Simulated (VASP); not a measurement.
Output of a VASP run:

File OSZICAR:
```
...
DAV:   2    -0.111060303101E+02   -0.17173E-01   -0.18359E-01   405   0.439E+00    0.711E-02
DAV:   3    -0.111079963120E+02   -0.19660E-02   -0.18634E-02   691   0.112E+00    0.483E-02
DAV:   4    -0.111080506213E+02   -0.54309E-04   -0.48638E-04   517   0.161E-01    0.353E-02
DAV:   5    -0.111080847770E+02   -0.34156E-04   -0.85271E-05   500   0.112E-01    0.464E-03
DAV:   6    -0.111080910216E+02   -0.62446E-05   -0.48179E-05   483   0.530E-02
  11 F= -.11108091E+02 E0= -.11108056E+02  d E =-.380908E-02
       N       E                     dE             d eps       ncg     rms          rms(c)
DAV:   1    -0.110768958637E+02    0.31189E-01   -0.20885E+01   390   0.501E+01    0.299E-01
DAV:   2    -0.111071323574E+02   -0.30236E-01   -0.32755E-01   405   0.581E+00    0.911E-02
DAV:   3    -0.111109124238E+02   -0.37801E-02   -0.36606E-02   720   0.158E+00    0.702E-02
DAV:   4    -0.111110192181E+02   -0.10679E-03   -0.81392E-04   504   0.212E-01    0.514E-02
DAV:   5    -0.111110634546E+02   -0.44236E-04   -0.17661E-04   668   0.145E-01    0.843E-03
DAV:   6    -0.111110787421E+02   -0.15287E-04   -0.79072E-05   540   0.650E-02    0.106E-02
DAV:   7    -0.111110805563E+02   -0.18142E-05   -0.30434E-06   240   0.272E-02
  12 F= -.11111081E+02 E0= -.11110861E+02  d E =-.679861E-02
       N       E                     dE             d eps       ncg     rms          rms(c)
DAV:   1    -0.109242729044E+02    0.18681E+00   -0.81360E+01   390   0.998E+01    0.807E-01
DAV:   2    -0.110865785131E+02   -0.16231E+00   -0.17804E+00   429   0.129E+01    0.160E-01
DAV:   3    -0.111115416298E+02   -0.24963E-01   -0.25287E-01   704   0.435E+00    0.245E-01
DAV:   4    -0.111118307965E+02   -0.28917E-03   -0.37759E-03   512   0.527E-01    0.196E-01
DAV:   5    -0.111111598573E+02    0.67094E-03   -0.11543E-03   695   0.294E-01    0.343E-02
DAV:   6    -0.111112510633E+02   -0.91206E-04   -0.71532E-04   663   0.218E-01    0.534E-02
DAV:   7    -0.111112599048E+02   -0.88415E-05   -0.15347E-04   496   0.110E-01    0.205E-02
DAV:   8    -0.111112716131E+02   -0.11708E-04   -0.33442E-05   424   0.650E-02    0.118E-02
DAV:   9    -0.111112767901E+02   -0.51769E-05   -0.12485E-05   225   0.363E-02
  13 F= -.11111277E+02 E0= -.11110985E+02  d E =-.699484E-02
       N       E                     dE             d eps       ncg     rms          rms(c)
DAV:   1    -0.110823391996E+02    0.28932E-01   -0.18421E+01   390   0.468E+01    0.273E-01
DAV:   2    -0.111085575717E+02   -0.26218E-01   -0.28451E-01   405   0.536E+00    0.847E-02
DAV:   3    -0.111118954963E+02   -0.33379E-02   -0.31997E-02   720   0.147E+00    0.764E-02
DAV:   4    -0.111119986668E+02   -0.10317E-03   -0.68922E-04   501   0.189E-01    0.595E-02
DAV:   5    -0.111120132691E+02   -0.14602E-04   -0.17200E-04   731   0.151E-01    0.111E-02
DAV:   6    -0.111120222441E+02   -0.89749E-05   -0.48077E-05   515   0.598E-02
  14 F= -.11112022E+02 E0= -.11111746E+02  d E =-.774030E-02
       N       E                     dE             d eps       ncg     rms          rms(c)
DAV:   1    -0.111094064409E+02    0.26068E-02   -0.26508E+00   390   0.167E+01    0.809E-02
DAV:   2    -0.111122837656E+02   -0.28773E-02   -0.30137E-02   410   0.167E+00    0.305E-02
DAV:   3    -0.111125160084E+02   -0.23224E-03   -0.22822E-03   700   0.374E-01    0.196E-02
DAV:   4    -0.111125242293E+02   -0.82209E-05   -0.48856E-05   498   0.674E-02
  15 F= -.11112524E+02 E0= -.11112397E+02  d E =-.501985E-03
```

**OUTCAR**
```
------------------------ aborting loop because EDIFF is reached ----------------------------------------
  FORCE on cell =-STRESS in cart. coord.  units (eV):
  Direction    XX          YY          ZZ          XY          YZ          ZX
  --------------------------------------------------------------------------------------
  Total       -1.9878311     -1.9878311     -1.0022457      0.0000000      0.0000000     -0.0000000
  in kB      -10.8529082    -10.8529082     -5.4719341      0.0000000      0.0000000     -0.0000000
  external PRESSURE =      -9.0592502 kB  Pullay stress =       0.0000000 kB
  volume of cell :      293.46
      direct lattice vectors                 reciprocal lattice vectors
     3.425943054  0.000000000  0.000000000     0.291890433  0.000000000  0.000000000
     0.000000000  3.425943054  0.000000000     0.000000000  0.291890433  0.000000000
     0.000000000  0.000000000 25.002512777     0.000000000  0.000000000  0.039995980
 POSITION                                       TOTAL-FORCE (eV/Angst)
 -----------------------------------------------------------------------------------
      1.71297      0.00000      7.95257        -0.000000      0.000000      0.008568
      0.00000      1.71297      9.82745         0.000000      0.000000     -0.007963
      1.71297      0.00000     11.61093         0.000000      0.000000      0.001997
      0.00000      1.71297     13.39158         0.000000      0.000000     -0.001997
      1.71297      0.00000     15.17507        -0.000000      0.000000      0.007963
      0.00000      1.71297     17.04994         0.000000      0.000000     -0.008568
 -----------------------------------------------------------------------------------
    total drift:                                0.000000      0.000000     -0.000000
  FREE ENERGIE OF THE ION-ELECTRON SYSTEM (eV)
  ---------------------------------------------------
  free  energy   TOTEN  =       -11.1125242293 eV

  energy  without entropy=      -11.1121418405  energy(sigma->0) =      -11.11239677

 reached required accuracy - stopping structural energy minimisation
```
(Selected blocks of OUTCAR.)

### POSCAR
```
Li(100) slab
1
    3.4259430542     0.0000000000    -0.0000000000
    0.0000000000     3.4259430542    -0.0000000000
    0.0000000000    -0.0000000000    25.0025127766
Li
6
Direct
  0.5000000000   0.0000000000   0.3287200000
  0.0000000000   0.5000000000   0.3972320000
  0.5000000000   0.0000000000   0.4657440000
  0.0000000000   0.5000000000   0.5342560000
  0.5000000000   0.0000000000   0.6027680000
  0.0000000000   0.5000000000   0.6712800000
```

### Question
Reconstruct the remaining input files.

### Answer
Several could match; the one computed here: the input of the run itself, PBEsol GGA, plane waves, VASP's PBE PAW potentials (set 64).

INCAR:
```
SYSTEM = Li(100) slab
PREC = Normal
ENCUT = 450
EDIFF = 1E-5
NELM = 100
ALGO = Normal
LREAL = .FALSE.
LASPH = .TRUE.
ISMEAR = 1
SIGMA = 0.1
GGA = PS
LWAVE = .TRUE.
LCHARG = .FALSE.
NELMIN = 4
LDIPOL = .TRUE.
IDIPOL = 3
DIPOL = 0.5 0.5 0.5
IBRION = 2
ISIF = 2
NSW = 50
EDIFFG = -0.03
```

File KPOINTS:
```
Automatic
0
Gamma
  8 8 1
0 0 0
```

POTCAR, in this order: Li_sv (PBE.64 set). Program: vasp_std.

At this cut-off the stress carries a Pulay error, which pulls relaxed volumes low.

The cell is a thin slab with vacuum, built from Li (bcc): (100) face.
